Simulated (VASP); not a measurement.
# Zr2Zn2N3 (P-3m1) in VASP: a series of runs

The runs below take Zr2Zn2N3 through band structure, electric field gradients, with PBE+TS.

Everything below comes from runs of VASP 6.6.1. Logs are shortened: lines on timing, memory, paths and dates and some standing lists are left out, and cuts for length are marked.

## (1) The crystal as given

It takes space group P-3m1 (No. 164, trigonal). Conventional cell: a = 3.220 Å, b = 3.220 Å, c = 10.279 Å, α = 90.00°, β = 90.00°, γ = 120.00°. Zr (site symmetry 3m) has 6 N at 2.21 to 2.32 Å as nearest neighbours. Zn (site symmetry 3m) has 3 N at 2.46 Å and 3 Zn at 2.65 Å and 1 Zr at 2.80 Å as nearest neighbours. N (site symmetry -3m) has 6 Zr at 2.32 Å as nearest neighbours. Around N (site symmetry 3m) lie 3 Zr at 2.21 Å and 3 Zn at 2.46 Å.

The cell comes from a database or a generator and needn't be the stable form of this composition.

## (2) Band structure, PBE+TS

File run.py:

```python
from ase.calculators.vasp import Vasp
from ase.dft.bandgap import bandgap
from ase.io import read

atoms = read('Zr2Zn2N3.cif')
calc = Vasp(
    directory='calc',
    xc='pbe',
    pp='PBE',
    setups='gw',
    prec='Accurate',
    encut=600,
    ediff=1e-06,
    ismear=0,
    sigma=0.05,
    lreal=False,
    lasph=True,
    nelm=60,
    algo='Normal',
    isif=2,
    lwave=False,
    lcharg=True,
    lmaxmix=4,
    ivdw=2,
    kpts=[10, 10, 3],
    gamma=True,
)
atoms.calc = calc

print('energy (eV):', atoms.get_potential_energy())
print('free energy (eV):', atoms.get_potential_energy(force_consistent=True))
efermi = calc.get_fermi_level()
print('Fermi level (eV):', efermi)
path = atoms.cell.bandpath(npoints=40, eps=1e-4)
print('path:', path.path)
calc.set(kpts=path.kpts, reciprocal=True, icharg=11, isym=0, lcharg=False)
calc.calculate(atoms)
print('gap on the path (eV):', bandgap(calc, efermi=efermi)[0])
print('direct gap on the path (eV):', bandgap(calc, efermi=efermi, direct=True)[0])
```

File Zr2Zn2N3.cif:

```cif
data_Zr2Zn2N3
_cell_length_a 3.22040701
_cell_length_b 3.22040701
_cell_length_c 10.27857600
_cell_angle_alpha 90.00000000
_cell_angle_beta 90.00000000
_cell_angle_gamma 120.00000000
_space_group_name_H-M_alt 'P1'
_space_group_name_Hall 'P 1'
_space_group_IT_number 1
loop_
_space_group_symop_operation_xyz
'x,y,z'
loop_
_atom_site_label
_atom_site_type_symbol
_atom_site_symmetry_multiplicity
_atom_site_Wyckoff_symbol
_atom_site_fract_x
_atom_site_fract_y
_atom_site_fract_z
_atom_site_occupancy
Zr1 Zr 1 a 0.3333333333 0.6666666667 0.1350020000 1
Zr2 Zr 1 a 0.6666666667 0.3333333333 0.8649980000 1
Zn1 Zn 1 a 0.6666666667 0.3333333333 0.5921750000 1
Zn2 Zn 1 a 0.3333333333 0.6666666667 0.4078250000 1
N1 N 1 a 0.0000000000 0.0000000000 0.0000000000 1
N2 N 1 a 0.6666666667 0.3333333333 0.2518160000 1
N3 N 1 a 0.3333333333 0.6666666667 0.7481840000 1
```

Potentials or basis: VASP PAW PBE potentials, release 64 (Zr_sv_GW, Zn_sv_GW, N_GW).

Started as:

```sh
python run.py
```

The log of the run:

```text
energy (eV): -56.777020930000006
free energy (eV): -56.77757737
Fermi level (eV): 8.08186077
path: GMKGALHA,LM,KH
gap on the path (eV): 0.0
direct gap on the path (eV): 0.0
```

OUTCAR:

```text
ENCUT = 600.000000
   EDIFF = 1.00e-06
   GGA = PE
   PREC = Accurate
   ICHARG = 11
   ISIF = 2
   ISMEAR = 0
   ISYM = 0
   NELM = 60
   IVDW = 2
   LASPH = .TRUE.
   LREAL = .FALSE.
  IVDW =   2

 ion  position               nearest neighbor table
   1  0.333  0.667  0.135-   6 2.21   6 2.21   6 2.21
   2  0.667  0.333  0.865-   7 2.21   7 2.21   7 2.21
   3  0.667  0.333  0.592-   4 2.65   4 2.65   4 2.65
   4  0.333  0.667  0.408-   3 2.65   3 2.65   3 2.65
   5  0.000  0.000  0.000-
   6  0.667  0.333  0.252-   1 2.21   1 2.21   1 2.21
   7  0.333  0.667  0.748-   2 2.21   2 2.21   2 2.21

IMPORTANT INFORMATION: All symmetrisations will be switched off!
NOSYMM: (Re-)initialisation of all symmetry stuff for point group C_1.

----------------------------------------------------------------------------------------

                                     Primitive cell

  volume of cell :      92.3177

  direct lattice vectors                    reciprocal lattice vectors
     3.220407010  0.000000000  0.000000000     0.310519756  0.179278665  0.000000000
    -1.610203505  2.788954281  0.000000000     0.000000000  0.358557330  0.000000000
     0.000000000  0.000000000 10.278576000     0.000000000  0.000000000  0.097289741

  length of vectors
     3.220407010  3.220407010 10.278576000     0.358557330  0.358557330  0.097289741

  position of ions in fractional coordinates (direct lattice)
     0.333333333  0.666666667  0.135002000
     0.666666667  0.333333333  0.864998000
     0.666666667  0.333333333  0.592175000
     0.333333333  0.666666667  0.407825000
     0.000000000  0.000000000  0.000000000
     0.666666667  0.333333333  0.251816000
     0.333333333  0.666666667  0.748184000

  ion indices of the primitive-cell ions
   primitive index   ion index
                 1           1
                 2           2
                 3           3
                 4           4
                 5           5
                 6           6
                 7           7

----------------------------------------------------------------------------------------

 KPOINTS: KPOINTS created by Atomic Simulation Env

Read explicit list of k-points.

 Found     40 k-points:

 Following reciprocal coordinates:
            Coordinates               Weight
  0.000000  0.000000  0.000000      0.025000
  0.100000  0.000000  0.000000      0.025000
  0.200000  0.000000  0.000000      0.025000
  0.300000  0.000000  0.000000      0.025000
  0.400000  0.000000  0.000000      0.025000
  0.500000  0.000000  0.000000      0.025000
[... 16 lines left out ...]
  0.500000  0.000000  0.500000      0.025000
  0.458333  0.083333  0.500000      0.025000
 [... further k-points ...]
   k-points           NKPTS =     40   k-points in BZ     NKDIM =     40   number of bands    NBANDS=     47
   number of dos      NEDOS =    301   number of ions     NIONS =      7
   total plane-waves  NPLWV =  65856
   dimension x,y,z NGX =    28 NGY =   28 NGZ =   84
   dimension x,y,z NGXF=    56 NGYF=   56 NGZF=  168
   ions per type =               2   2   3
   NGX,Y,Z   is equivalent  to a cutoff of  14.45, 14.45, 13.59 a.u.
   NGXF,Y,Z  is equivalent  to a cutoff of  28.91, 28.91, 27.17 a.u.
 SYSTEM =  unknown system
   PREC   = accura    normal or accurate (medium, high low for compatibility)
   ISTART =      0    job   : 0-new  1-cont  2-samecut
   ICHARG =     11    charge: 1-file 2-atom 10-const
   ISPIN  =      1    spin polarized calculation?
   LNONCOLLINEAR =      F non collinear calculations
   LSORBIT =      F    spin-orbit coupling
   LASPH  =      T    aspherical Exc in radial PAW
   ENCUT  =  600.0 eV  44.10 Ry    6.64 a.u.   6.43  6.43 20.53*2*pi/ulx,y,z
   NELM   =     60;   NELMIN=  2; NELMDL=  0     # of ELM steps
   EDIFF  = 0.1E-05   stopping-criterion for ELM
   LREAL  =      F    real-space projection
   EDIFFG = 0.1E-04   stopping-criterion for IOM
   NSW    =      0    number of steps for IOM
   IBRION =     -1    ionic relax: 0-MD 1-quasi-New 2-CG
   NFREE  =      0    steps in history (QN), initial steepest desc. (CG)
   ISIF   =      2    stress and relaxation
   ISYM   =      0    0-nonsym 1-usesym 2-fastsym
   POTIM  = 0.5000    time-step for ionic-motion
   TEBEG  =    0.0;   TEEND  =   0.0 temperature during run
   PSTRESS=    0.0 pullay stress
   NELECT =      79.0000    total number of electrons
   NUPDOWN=      -1.0000    fix difference up-down
   EMIN   =  10.00;   EMAX   =-10.00  energy-range for DOS
   EFERMI =   0.00;   METHOD = LEGACY
   ISMEAR =     0;   SIGMA  =   0.05  broadening in eV -4-tet -1-fermi 0-gaus
   EFERMI_NEDOS =   21; number of points for ismear=-14 and -15
   IALGO  =     38    algorithm
   IMIX   =      4    mixing-type and parameters
     AMIX     =   0.40;   BMIX     =  1.00
     AMIX_MAG =   1.60;   BMIX_MAG =  1.00
  volume/ion in A,a.u.               =      13.19        89.00
  Fermi-wavevector in a.u.,A,eV,Ry     =   1.554255  2.937115 32.867694  2.415707
  Thomas-Fermi vector in A             =   2.658367
   LORBIT       =      0    0 simple, 1 ext, 2 COOP (PROOUT), +10 PAW based schemes
   GGA     = PE    functional components
   LHFCALC =     F    Hartree Fock is set to
   AEXX    =    0.0000 exact exchange contribution
   IVDW    =     2    specifies the selected vdW correction
   LEPSILON=     F    determine dielectric tensor
   LRPA    =     F    only Hartree local field effects (RPA)
 non-spin polarized calculation
 Gauss-broadening in eV      SIGMA  =   0.05
  energy-cutoff  :      600.00
  volume of cell :       92.32
 maximum number of plane-waves:      3123
 NGX is ok and might be reduce to    28

 number of electron      79.0000028 magnetization

 Free energy of the ion-electron system (eV)
  ---------------------------------------------------
  ext. energy  EPLUGINS =         0.00000000
  ---------------------------------------------------
  free energy    TOTEN  =       -53.14806818 eV

  energy without entropy =      -53.14478798  energy(sigma->0) =      -53.14642808

 E-fermi :   8.2047     XC(G=0): -11.8299

 val. band max:        8.1703583546   @ k =   0.4167   0.1667   0.5000
 cond. band min:       8.2242788024   @ k =   0.3333   0.3333   0.5000
 fundamental gap:      0.0539204478
 Fermi energy:         8.2047280888

 k-point     1 :       0.0000    0.0000    0.0000
  band No.  band energies     occupation
      1    -118.1525      2.00000
      2    -118.1501      2.00000
      3     -72.3418      2.00000
      4     -72.3292      2.00000
      5     -72.3291      2.00000
      6     -72.3277      2.00000
[... 39 lines left out ...]
     46      11.2335      0.00000
     47      11.9397      0.00000

 k-point     2 :       0.1000    0.0000    0.0000
  band No.  band energies     occupation
      1    -118.1527      2.00000
      2    -118.1502      2.00000
      3     -72.3416      2.00000
      4     -72.3305      2.00000
      5     -72.3294      2.00000
      6     -72.3268      2.00000
[... 39 lines left out ...]
     46      10.8467      0.00000
     47      12.3674      0.00000

 k-point     3 :       0.2000    0.0000    0.0000
  band No.  band energies     occupation
      1    -118.1523      2.00000
      2    -118.1503      2.00000
      3     -72.3411      2.00000
      4     -72.3323      2.00000
      5     -72.3296      2.00000
      6     -72.3259      2.00000
[... 1039 lines left out ...]
     46      12.5362      0.00000
     47      12.7796      0.00000

 k-point    24 :       0.4583    0.0833    0.5000
  band No.  band energies     occupation
      1    -118.1512      2.00000
      2    -118.1506      2.00000
      3     -72.3390      2.00000
      4     -72.3365      2.00000
      5     -72.3308      2.00000
      6     -72.3251      2.00000
[... 39 lines left out ...]
     46      12.5130      0.00000
     47      12.7202      0.00000

 [... further k-points ...]

------------------------ aborting loop because EDIFF is reached ----------------------------------------

  Hirshfeld charges:
            ion         q(e)
   ------------------------------
      1     Zr       0.61065349
      2     Zr       0.61065365
      3     Zn       0.13716565
      4     Zn       0.13716559
      5     N       -0.56225738
      6     N       -0.46669004
      7     N       -0.46669096

  Tkatchenko/Scheffler method for vdW energy calculation

  Number of pair interactions contributing to vdW energy:  158744

  Edisp (eV):   -3.03646

  FORCE on cell =-STRESS in cart. coord.  units (eV):
  Direction    XX          YY          ZZ          XY          YZ          ZX
  --------------------------------------------------------------------------------------
  -------------------------------------------------------------------------------------
  Total       2.04069    -0.34068    -0.19677     3.51205    -2.21802    -8.73179
  in kB      35.41624    -5.91249    -3.41494    60.95183   -38.49377  -151.54053
  external pressure =        8.70 kB  Pullay stress =        0.00 kB

 VOLUME and BASIS-vectors are now :
 -----------------------------------------------------------------------------
  energy-cutoff  :      600.00
  volume of cell :       92.32
      direct lattice vectors                 reciprocal lattice vectors
     3.220407010  0.000000000  0.000000000     0.310519756  0.179278665  0.000000000
    -1.610203505  2.788954281  0.000000000     0.000000000  0.358557330  0.000000000
     0.000000000  0.000000000 10.278576000     0.000000000  0.000000000  0.097289741

 POSITION                                       TOTAL-FORCE (eV/Angst)
 -----------------------------------------------------------------------------------
     -0.00000      1.85930      1.38763         0.885392      0.093289      0.979333
      1.61020      0.92965      8.89095        -0.885438     -0.093231     -0.979305
      1.61020      0.92965      6.08672        -0.010809      0.000568     -0.466662
     -0.00000      1.85930      4.19186         0.010766     -0.000576      0.466605
      0.00000      0.00000      0.00000         0.000036     -0.000026      0.000034
      1.61020      0.92965      2.58831        -1.489553     -0.186790     -1.674166
     -0.00000      1.85930      7.69027         1.489606      0.186766      1.674160
 -----------------------------------------------------------------------------------
    total drift:                               -0.000110     -0.000091      0.000072

  FREE ENERGIE OF THE ION-ELECTRON SYSTEM (eV)
  ---------------------------------------------------
  free  energy   TOTEN  =       -56.1845245791 eV

  energy  without entropy=      -56.1812443861  energy(sigma->0) =      -56.18288448
```

INCAR:

```text
ENCUT = 600.000000
SIGMA = 0.050000
EDIFF = 1.00e-06
ALGO = Normal
GGA = PE
PREC = Accurate
ICHARG = 11
ISIF = 2
ISMEAR = 0
ISYM = 0
LMAXMIX = 4
NELM = 60
IVDW = 2
LASPH = .TRUE.
LCHARG = .FALSE.
LWAVE = .FALSE.
LREAL = .FALSE.
```

Run time: 12 min. Hardware: 1 thread of Intel Xeon Platinum 8488C (Sapphire Rapids), shared host; peak memory 0.41 GiB.

Results:

```yaml
Band_gap_along_the_path: none (metal or under the smearing width)
Dispersion_energy_per_atom: -0.434 eV
```

Levels at the corners of the path, in eV from the Fermi level:
| point | band 37 | band 38 | band 39 | band 40 | band 41 | band 42 |
| --- | --- | --- | --- | --- | --- | --- |
| Γ | -3.05 | -1.63 | -1.63 | 0.98 | 0.98 | 1.23 |
| M | -2.86 | -2.18 | -1.91 | -0.84 | 0.42 | 0.86 |
| K | -3.29 | -3.29 | 0.04 | 0.04 | 0.57 | 1.92 |
| Γ | -3.05 | -1.63 | -1.63 | 0.98 | 0.98 | 1.23 |
| A | -2.14 | -1.64 | -1.64 | 0.62 | 0.99 | 0.99 |
| L | -2.94 | -2.11 | -1.53 | -0.76 | -0.52 | 1.53 |
| H | -3.37 | -3.37 | 0.14 | 0.14 | 0.70 | 1.72 |
| A | -2.14 | -1.64 | -1.64 | 0.62 | 0.99 | 0.99 |
| L | -2.94 | -2.11 | -1.53 | -0.76 | -0.52 | 1.53 |
| M | -2.86 | -2.18 | -1.91 | -0.84 | 0.42 | 0.86 |
| K | -3.29 | -3.29 | 0.04 | 0.04 | 0.57 | 1.92 |
| H | -3.37 | -3.37 | 0.14 | 0.14 | 0.70 | 1.72 |

Caveat: the log is that of the step along the path at fixed density, whose energy, stress, charges and moments have no meaning; atom-pairwise D2, TS and ULG terms overbind metals; pairwise dispersion overbinds metals, which lowers pressure and volume.

[end of part 1 of 2]
